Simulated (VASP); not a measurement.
Write the native input for VASP 6.6.1 that does the following.

* Task: single point
* Functional: LDA
* Potentials or basis: VASP PAW LDA potentials, release 64 (Ge_d, Pd)
* Cutoff: 520 eV
* k mesh: 3 × 3 × 3
* Occupations: fermi-dirac, width 0.05 eV
* Spin: collinear spin, typed start
* Starting moments: [3.0, 2.0, 1.0, 1.0, 1.0, 2.0, 3.0, 3.0] μB
* Hubbard terms: Pd d U = 3.0 eV
* Dipole correction: no
* Further INCAR settings: ALGO = Normal; EDIFF = 1e-06; NBANDS = 62

The structure of GePd lies in POSCAR:

```
GePd
1.0
    5.4272690000     -0.1738190000     -0.4681710000
    0.0890240000      5.7444390000     -1.2318590000
   -0.7045330000      0.1832360000      4.5230200000
Ge Pd
4 4
Direct
    0.5917648277      0.2932048380      0.2821261347
    0.7522254581      0.1047775617      0.8108983218
    0.3444828614      0.9148346867      0.8827938475
    0.3676580971      0.7169085060      0.3375689372
    0.4641752275      0.4686409045      0.7749262432
    0.8717858439      0.8333429539      0.3958293061
    0.9655957065      0.4857096513      0.7261696196
    0.1324036020      0.1780121195      0.2852305226
```

The cell was built by a generator and needn't be a form met in nature.

These files were run (other wordings do the same):

INCAR

```
SYSTEM = GePd
PREC = Accurate ; ENCUT = 520
EDIFF = 1E-6 ; ISMEAR = -1
SIGMA = 0.05 ; LREAL = .False.
LASPH = .True. ; NELM = 150
ALGO = Normal ; ISIF = 2
LWAVE = .False. ; LCHARG = .False.
ISPIN = 2 ; MAGMOM = 3 2 1 1 1 2 3 3
LORBIT = 11 ; LMAXMIX = 4
LDAU = .True. ; LDAUTYPE = 2
LDAUL = -1 2 ; LDAUU = 0 3
LDAUJ = 0 0 ; LDAUPRINT = 1
NBANDS = 62
```

KPOINTS

```
Automatic mesh
0
Gamma
  3 3 3
  0 0 0
```

Potentials or basis: VASP PAW LDA potentials, release 64 (Ge_d, Pd).

Command:

```sh
$ cat potpaw_LDA.64/Ge_d/POTCAR potpaw_LDA.64/Pd/POTCAR > POTCAR
$ mpirun -np 1 vasp_std > vasp.out
```

It gave:

| Property | Result |
| --- | --- |
| Pressure | -9.8 GPa |
| Largest force | 1.430 eV/Å |
| Band gap on the k mesh | none (metal or under the smearing width) |
| Net moment | 0.00 μB per cell |
| Valence electrons inside the program's atomic spheres | Ge 12.29, 12.27, 12.24; Pd 9.78, 9.60, 9.59, 9.65 |

Caveat: the k mesh is coarse (spacing up to 0.48 Å⁻¹), so the values aren't converged; the U is typed as a test and isn't derived for this compound.

It took 5.1 min on 1 thread of Intel(R) Xeon(R) Platinum 8559C (Emerald Rapids), on a shared host, peak memory 0.32 GiB.
